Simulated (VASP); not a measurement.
All values below come from PBEsol GGA, VASP's PBE PAW potentials (set 64) (plane waves; VASP 6.6.1).

A VASP calculation is set up with these files.

**INCAR**
```
ALGO  =  Normal
EDIFF  =  1E-7
ENCUT  =  530
GGA  =  PS
IBRION  =  6
ISIF  =  3
ISMEAR  =  1
LASPH  =  T
LCHARG  =  F
LMAXMIX  =  6
LREAL  =  F
LWAVE  =  F
NELM  =  100
NFREE  =  2
NSW  =  1
POTIM  =  0.015
PREC  =  Accurate
SIGMA  =  0.1
SYSTEM  =  TiOs
```

**POSCAR**
```
TiOs
1
    3.0596763066    -0.0000000000    -0.0000000000
   -0.0000000000     3.0596763066     0.0000000000
    0.0000000000     0.0000000000     3.0596763066
Os Ti
1 1
Direct
  0.0000000000   0.0000000000   0.0000000000
  0.5000000000   0.5000000000   0.5000000000
```

KPOINTS:
```
K-points
0
G
 11 11 11
0 0 0
```

POTCAR, in this order: Os Ti_sv (PBE.64 set). Program: vasp_std.

Output of the run:

OSZICAR:
```
...
DAV:   7    -0.220170124752E+02    0.25107E-06   -0.21208E-06 15406   0.167E-02    0.232E-03
DAV:   8    -0.220170124729E+02    0.23529E-08   -0.18695E-07  8370   0.454E-03
   9 F= -.22017012E+02 E0= -.22016838E+02  d E =-.524251E-03
       N       E                     dE             d eps       ncg     rms          rms(c)
DAV:   1    -0.220424926811E+02   -0.25480E-01   -0.15181E+00 11084   0.153E+01    0.921E-01
DAV:   2    -0.220270664246E+02    0.15426E-01   -0.52978E-02 10874   0.285E+00    0.534E-01
DAV:   3    -0.220170453910E+02    0.10021E-01   -0.18739E-02 14070   0.172E+00    0.792E-02
DAV:   4    -0.220170502272E+02   -0.48362E-05   -0.17073E-03 10630   0.542E-01    0.494E-02
DAV:   5    -0.220170075362E+02    0.42691E-04   -0.26965E-04 16600   0.190E-01    0.263E-02
DAV:   6    -0.220170063782E+02    0.11580E-05   -0.71965E-05 15204   0.980E-02    0.608E-03
DAV:   7    -0.220170098724E+02   -0.34942E-05   -0.42967E-06 11036   0.258E-02    0.243E-03
DAV:   8    -0.220170118129E+02   -0.19404E-05   -0.16154E-07 10068   0.443E-03    0.643E-04
DAV:   9    -0.220170122116E+02   -0.39877E-06   -0.24142E-08  5796   0.171E-03    0.158E-04
DAV:  10    -0.220170123712E+02   -0.15958E-06   -0.54518E-09  5460   0.911E-04    0.139E-04
DAV:  11    -0.220170124156E+02   -0.44395E-07   -0.20907E-09  5526   0.518E-04
  10 F= -.22017012E+02 E0= -.22016838E+02  d E =-.524269E-03
       N       E                     dE             d eps       ncg     rms          rms(c)
DAV:   1    -0.220714391427E+02   -0.54427E-01   -0.17759E+00 10968   0.164E+01    0.144E+00
DAV:   2    -0.220336691224E+02    0.37770E-01   -0.79572E-02 10868   0.345E+00    0.782E-01
DAV:   3    -0.220171360002E+02    0.16533E-01   -0.36361E-02 13758   0.216E+00    0.142E-01
DAV:   4    -0.220170890628E+02    0.46937E-04   -0.38738E-03 12124   0.710E-01    0.607E-02
DAV:   5    -0.220170275583E+02    0.61505E-04   -0.16380E-04 13898   0.195E-01    0.308E-02
DAV:   6    -0.220170125971E+02    0.14961E-04   -0.23564E-05 14650   0.589E-02    0.662E-03
DAV:   7    -0.220170124573E+02    0.13980E-06   -0.26548E-06 15638   0.167E-02    0.236E-03
DAV:   8    -0.220170124526E+02    0.47457E-08   -0.19853E-07  8624   0.474E-03
  11 F= -.22017012E+02 E0= -.22016838E+02  d E =-.524241E-03
       N       E                     dE             d eps       ncg     rms          rms(c)
DAV:   1    -0.220402634700E+02   -0.23251E-01   -0.15823E+00 10900   0.154E+01    0.919E-01
DAV:   2    -0.220261333664E+02    0.14130E-01   -0.59622E-02 10944   0.285E+00    0.535E-01
DAV:   3    -0.220173155581E+02    0.88178E-02   -0.20837E-02 14490   0.175E+00    0.194E-01
DAV:   4    -0.220169298631E+02    0.38570E-03   -0.44301E-03 14424   0.682E-01    0.639E-02
DAV:   5    -0.220169197317E+02    0.10131E-04   -0.26748E-04 13968   0.250E-01    0.243E-02
DAV:   6    -0.220169903898E+02   -0.70658E-04   -0.66103E-05 15374   0.101E-01    0.589E-03
DAV:   7    -0.220170050326E+02   -0.14643E-04   -0.52380E-06 11092   0.266E-02    0.213E-03
DAV:   8    -0.220170105299E+02   -0.54974E-05   -0.15710E-07  8572   0.490E-03    0.919E-04
DAV:   9    -0.220170121552E+02   -0.16253E-05   -0.26840E-08  5766   0.242E-03    0.248E-04
DAV:  10    -0.220170122734E+02   -0.11816E-06   -0.70948E-09  5526   0.113E-03    0.105E-04
DAV:  11    -0.220170123692E+02   -0.95881E-07   -0.24155E-09  5472   0.643E-04
  12 F= -.22017012E+02 E0= -.22016838E+02  d E =-.524262E-03
       N       E                     dE             d eps       ncg     rms          rms(c)
DAV:   1    -0.220715409704E+02   -0.54529E-01   -0.17289E+00 10956   0.164E+01    0.143E+00
DAV:   2    -0.220337499995E+02    0.37791E-01   -0.76887E-02 10886   0.342E+00    0.783E-01
DAV:   3    -0.220172247403E+02    0.16525E-01   -0.37123E-02 13748   0.218E+00    0.161E-01
DAV:   4    -0.220170912841E+02    0.13346E-03   -0.42560E-03 12576   0.731E-01    0.605E-02
DAV:   5    -0.220170277716E+02    0.63513E-04   -0.17329E-04 13610   0.203E-01    0.308E-02
DAV:   6    -0.220170126213E+02    0.15150E-04   -0.23884E-05 14592   0.586E-02    0.699E-03
DAV:   7    -0.220170124625E+02    0.15878E-06   -0.24316E-06 15728   0.169E-02    0.231E-03
DAV:   8    -0.220170124602E+02    0.22587E-08   -0.20096E-07  8504   0.475E-03
  13 F= -.22017012E+02 E0= -.22016838E+02  d E =-.524246E-03
       N       E                     dE             d eps       ncg     rms          rms(c)
DAV:   1    -0.220287742266E+02   -0.11762E-01   -0.17676E+00  3528   0.137E+01    0.595E-01
DAV:   2    -0.220244438223E+02    0.43304E-02   -0.51153E-02  3834   0.237E+00    0.374E-01
DAV:   3    -0.220192920438E+02    0.51518E-02   -0.14215E-02  5294   0.132E+00    0.217E-01
DAV:   4    -0.220185350840E+02    0.75696E-03   -0.48696E-03  5362   0.658E-01    0.230E-02
DAV:   5    -0.220185648464E+02   -0.29762E-04   -0.13653E-04  3828   0.132E-01    0.147E-02
DAV:   6    -0.220185934032E+02   -0.28557E-04   -0.67521E-06  4848   0.259E-02    0.531E-03
DAV:   7    -0.220186098737E+02   -0.16470E-04   -0.92870E-07  4050   0.890E-03    0.151E-03
DAV:   8    -0.220186130221E+02   -0.31484E-05   -0.86744E-08  2256   0.327E-03    0.197E-04
DAV:   9    -0.220186132425E+02   -0.22034E-06   -0.12321E-08  1992   0.131E-03    0.199E-04
DAV:  10    -0.220186133956E+02   -0.15312E-06   -0.32827E-09  1950   0.628E-04    0.560E-05
DAV:  11    -0.220186134697E+02   -0.74149E-07   -0.12493E-09  1896   0.395E-04
  14 F= -.22018613E+02 E0= -.22018360E+02  d E =-.760816E-03
       N       E                     dE             d eps       ncg     rms          rms(c)
DAV:   1    -0.220189942276E+02   -0.38083E-03   -0.29448E+00  3528   0.910E+00    0.283E-01
DAV:   2    -0.220191562021E+02   -0.16197E-03   -0.11283E-02  4884   0.936E-01    0.181E-01
DAV:   3    -0.220188815042E+02    0.27470E-03   -0.29527E-03  5214   0.428E-01    0.136E-01
DAV:   4    -0.220186232942E+02    0.25821E-03   -0.13114E-03  5416   0.311E-01    0.178E-02
DAV:   5    -0.220186149144E+02    0.83798E-05   -0.36001E-05  3806   0.582E-02    0.867E-03
DAV:   6    -0.220186134226E+02    0.14918E-05   -0.75647E-06  4122   0.247E-02    0.257E-03
DAV:   7    -0.220186134767E+02   -0.54039E-07   -0.40059E-07  4158   0.638E-03
  15 F= -.22018613E+02 E0= -.22018360E+02  d E =-.760839E-03
       N       E                     dE             d eps       ncg     rms          rms(c)
DAV:   1    -0.220106412487E+02    0.79722E-02   -0.18046E+00  4246   0.249E+01    0.261E-01
DAV:   2    -0.220187277327E+02   -0.80865E-02   -0.90917E-02  3594   0.330E+00    0.130E-01
DAV:   3    -0.220186581816E+02    0.69551E-04   -0.16510E-03  4854   0.429E-01    0.644E-02
DAV:   4    -0.220186169884E+02    0.41193E-04   -0.19627E-04  4070   0.148E-01    0.213E-02
DAV:   5    -0.220186121415E+02    0.48469E-05   -0.43368E-05  4788   0.656E-02    0.717E-03
DAV:   6    -0.220186113306E+02    0.81085E-06   -0.84439E-06  4394   0.446E-02    0.217E-03
DAV:   7    -0.220186112714E+02    0.59172E-07   -0.73069E-07  4392   0.137E-02
  16 F= -.22018611E+02 E0= -.22018358E+02  d E =-.760823E-03
       N       E                     dE             d eps       ncg     rms          rms(c)
DAV:   1    -0.219976989474E+02    0.20912E-01   -0.22813E+00  4334   0.386E+01    0.369E-01
DAV:   2    -0.220186974922E+02   -0.20999E-01   -0.22367E-01  3552   0.509E+00    0.194E-01
DAV:   3    -0.220186869205E+02    0.10572E-04   -0.28073E-03  4732   0.641E-01    0.111E-01
DAV:   4    -0.220186665435E+02    0.20377E-04   -0.77614E-04  5228   0.288E-01    0.678E-02
DAV:   5    -0.220186141700E+02    0.52374E-04   -0.35051E-04  5502   0.169E-01    0.103E-02
DAV:   6    -0.220186111592E+02    0.30109E-05   -0.20122E-05  4516   0.802E-02    0.269E-03
DAV:   7    -0.220186112806E+02   -0.12148E-06   -0.12739E-06  4026   0.144E-02    0.135E-03
DAV:   8    -0.220186112538E+02    0.26873E-07   -0.84990E-08  2006   0.721E-03
  17 F= -.22018611E+02 E0= -.22018358E+02  d E =-.760826E-03
```

OUTCAR:
```
------------------------ aborting loop because EDIFF is reached ----------------------------------------
  FORCE on cell =-STRESS in cart. coord.  units (eV):
  Direction    XX          YY          ZZ          XY          YZ          ZX
  --------------------------------------------------------------------------------------
  Total        0.0780708      0.0790402      0.0790402      0.0000000      0.0000000      0.0000000
  in kB        4.3668944      4.4211187      4.4211187      0.0000000      0.0000000      0.0000000
  external PRESSURE =       4.4030439 kB  Pullay stress =       0.0000000 kB
  volume of cell :       28.64
      direct lattice vectors                 reciprocal lattice vectors
     3.059676307  0.000000000  0.000000000     0.326831959  0.000000000  0.000000000
     0.000000000  3.059676307  0.000000000     0.000000000  0.326831959  0.000000000
     0.000000000  0.000000000  3.059676307     0.000000000  0.000000000  0.326831959
 POSITION                                       TOTAL-FORCE (eV/Angst)
 -----------------------------------------------------------------------------------
      0.00000      0.00000      0.00000        -0.116709      0.000000     -0.000000
      1.51484      1.52984      1.52984         0.116709     -0.000000      0.000000
 -----------------------------------------------------------------------------------
    total drift:                                0.000005     -0.000000     -0.000002
  FREE ENERGIE OF THE ION-ELECTRON SYSTEM (eV)
  ---------------------------------------------------
  free  energy   TOTEN  =       -22.0186112538 eV

  energy  without entropy=      -22.0178504273  energy(sigma->0) =      -22.01835764

   1 f  =    7.055886 THz    44.333439 2PiTHz  235.359021 cm-1    29.180786 meV
             X         Y         Z           dx          dy          dz
      0.000000  0.000000  0.000000     0.369422   -0.253945    0.000000
      1.529838  1.529838  1.529838    -0.736633    0.506370    0.000000

   2 f  =    7.055886 THz    44.333439 2PiTHz  235.359021 cm-1    29.180786 meV
             X         Y         Z           dx          dy          dz
      0.000000  0.000000  0.000000     0.253945    0.369422   -0.000000
      1.529838  1.529838  1.529838    -0.506370   -0.736633    0.000000

   3 f  =    7.055886 THz    44.333439 2PiTHz  235.359021 cm-1    29.180786 meV
             X         Y         Z           dx          dy          dz
      0.000000  0.000000  0.000000     0.000000    0.000000   -0.448286
      1.529838  1.529838  1.529838     0.000000    0.000000    0.893890

   4 f/i=    0.001306 THz     0.008205 2PiTHz    0.043558 cm-1     0.005400 meV
             X         Y         Z           dx          dy          dz
      0.000000  0.000000  0.000000    -0.498449    0.742016    0.000000
      1.529838  1.529838  1.529838    -0.249972    0.372122    0.000000

   5 f/i=    0.001306 THz     0.008205 2PiTHz    0.043558 cm-1     0.005400 meV
             X         Y         Z           dx          dy          dz
      0.000000  0.000000  0.000000     0.742016    0.498449    0.000000
      1.529838  1.529838  1.529838     0.372122    0.249972    0.000000

   6 f/i=    0.001306 THz     0.008205 2PiTHz    0.043558 cm-1     0.005400 meV
             X         Y         Z           dx          dy          dz
      0.000000  0.000000  0.000000     0.000000    0.000000   -0.893890
      1.529838  1.529838  1.529838     0.000000    0.000000   -0.448286

 ELASTIC MODULI CONTR FROM IONIC RELAXATION (kBar)
 Direction    XX          YY          ZZ          XY          YZ          ZX
 --------------------------------------------------------------------------------
 XX           0.0000      0.0000      0.0000      0.0000      0.0000      0.0000
 YY           0.0000      0.0000      0.0000      0.0000      0.0000      0.0000
 ZZ           0.0000      0.0000      0.0000      0.0000      0.0000      0.0000
 XY           0.0000      0.0000      0.0000      0.0000      0.0000      0.0000
 YZ           0.0000      0.0000      0.0000      0.0000      0.0000      0.0000
 ZX           0.0000      0.0000      0.0000      0.0000      0.0000      0.0000
 --------------------------------------------------------------------------------

 TOTAL ELASTIC MODULI (kBar)
 Direction    XX          YY          ZZ          XY          YZ          ZX
 --------------------------------------------------------------------------------
 XX        4986.4745   1565.6706   1565.6706      0.0000     -0.0000      0.0000
 YY        1565.6706   4986.4745   1565.6706     -0.0000      0.0000      0.0000
 ZZ        1565.6706   1565.6706   4986.4745      0.0000     -0.0000     -0.0000
 XY           0.0000     -0.0000      0.0000   1241.7191      0.0000      0.0000
 YZ          -0.0000      0.0000     -0.0000      0.0000   1241.7191      0.0000
 ZX           0.0000      0.0000     -0.0000      0.0000      0.0000   1241.7191
 --------------------------------------------------------------------------------
```
(Selected blocks of OUTCAR.)

Finite-difference elastic constants of metals are sensitive to mesh and smearing; shear constants can be off by tens of GPa.

The structure comes from a measured TiOs entry (Pm-3m) of the Crystallography Open Database, whose conditions weren't checked. It was relaxed first.
